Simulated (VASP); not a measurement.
Calculation: LDA (Ceperley-Alder, Perdew-Zunger), VASP's LDA PAW potentials (set 64) (plane waves; VASP).

A VASP calculation is set up with these files.

INCAR:
```
# general
SYSTEM = NaF
PREC   = Accurate
ENCUT  = 520
LREAL  = F
LASPH  = T

# electronic loop
EDIFF  = 1E-7
NELM   = 100
ALGO   = Normal

# smearing
ISMEAR = 0
SIGMA  = 0.05

# ions
ISIF   = 2

# output
LWAVE  = F
LCHARG = F
```

File POSCAR:
```
NaF
1
    0.0000000000     2.2964052793     2.2964052793
    2.2964052793     0.0000000000     2.2964052793
    2.2964052793     2.2964052793     0.0000000000
Na F
1 1
Direct
  0.0000000000   0.0000000000   0.0000000000
  0.5000000000   0.5000000000   0.5000000000
```

**KPOINTS**
```
Automatic mesh
0
Gamma
10 10 10
0 0 0
```

POTCAR, in this order: Na_pv F (LDA.64 set). Program: vasp_std.

Task: Predict the energy per atom (σ→0), pressure, band gap (on the k-mesh).

Result: 
- energy per atom (σ→0) = -4.660 eV/atom
- band gap (on the k-mesh) = 6.10 eV
- pressure = -3.26 GPa

**OSZICAR**
```
...
DAV:   6    -0.936484869047E+01    0.80091E+00   -0.34943E+00  1205   0.192E+01    0.181E+00
DAV:   7    -0.933545118622E+01    0.29398E-01   -0.38607E-02  1058   0.252E+00    0.962E-01
DAV:   8    -0.931983158032E+01    0.15620E-01   -0.21004E-02  1123   0.399E+00    0.113E-01
DAV:   9    -0.931998823526E+01   -0.15665E-03   -0.18075E-03  1196   0.490E-01    0.797E-02
DAV:  10    -0.931991891954E+01    0.69316E-04   -0.36192E-04  1106   0.194E-01    0.424E-03
DAV:  11    -0.931991845473E+01    0.46481E-06   -0.83472E-06  1227   0.858E-02    0.176E-03
DAV:  12    -0.931991839490E+01    0.59827E-07   -0.66118E-07  1118   0.139E-02
   1 F= -.93199184E+01 E0= -.93199184E+01  d E =-.118064E-14
```

The compound is NaF in the rock salt structure. This cell is one point of a volume scan, at 1.06 of the reference volume.
